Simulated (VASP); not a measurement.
An input for Ansatz (written as the equivalent of a VASP run, and not itself run):

Ansatz 0.2 input:
```yaml
crystal:
  lattice:
    - [1.7122370, -2.9656808, 0.0000000]
    - [1.7122370, 2.9656808, 0.0000000]
    - [0.0000000, 0.0000000, 13.2643647]
  atoms:
    - { symbol: Te, position: [0.3333330, 0.6666670, 0.8870564] }
    - { symbol: Te, position: [0.6666670, 0.3333330, 0.3870564] }
    - { symbol: Te, position: [0.6666670, 0.3333330, 0.1129436] }
    - { symbol: Te, position: [0.3333330, 0.6666670, 0.6129436] }
    - { symbol: Mo, position: [0.3333330, 0.6666670, 0.2500000] }
    - { symbol: Mo, position: [0.6666670, 0.3333330, 0.7500000] }
kpoints:
  mp_grid: { grid: [8, 8, 2] }
hamiltonian:
  xc: pbesol
  pseudopotentials: { kind: paw }
scf:
  occupations: { method: gaussian, width: 0.05 }
  max_iter: 100
relax:
  max_steps: 40
  f_tol: 0.02
  cell: { p_target: 5 }
output: { forces: true, stress: true, eigenvalues: true }
```

Question: Write the VASP files for the same calculation (PBEsol).

Answer: This is not unique; one that fits is 
INCAR:
```
# general
SYSTEM  = MoTe2
PREC    = Accurate
ENCUT   = 500
LREAL   = .False.
LASPH   = .True.

# electronic loop
EDIFF   = 1E-6
NELM    = 100
ALGO    = Normal
LMAXMIX = 4

# smearing
ISMEAR  = 0
SIGMA   = 0.05

# functional
GGA     = PS

# ions
IBRION  = 2
NSW     = 40
ISIF    = 3
EDIFFG  = -0.02
PSTRESS = 50

# output
LWAVE   = .False.
LCHARG  = .False.
```

**POSCAR**
```
MoTe2
1.0
  1.7122369543  -2.9656807710   0.0000000000
  1.7122369543   2.9656807710   0.0000000000
  0.0000000000   0.0000000000  13.2643647396
Te Mo
4 2
Cart
  1.7122369543   0.9885622341  11.7662400507
  1.7122369543  -0.9885622341   5.1340576809
  1.7122369543  -0.9885622341   1.4981246889
  1.7122369543   0.9885622341   8.1303070587
  1.7122369543   0.9885622341   3.3160911849
  1.7122369543  -0.9885622341   9.9482735547
```

KPOINTS:
```
Automatic mesh
0
Gamma
8 8 2
0 0 0
```

POTCAR, in this order: Te Mo_sv (PBE.64 set). Program: vasp_std.

Limits of the translation: each code has its own PAW files, so the cut-off isn't converted (ENCUT is set for VASP's; basis.ecutwfc is left out, and Ansatz then takes the one that its files recommend); Ansatz stops its SCF on the density residual and VASP on the energy change (EDIFF).

The compound is MoTe2 in the 2H layered structure. It was relaxed first under an external pressure of 5 GPa.
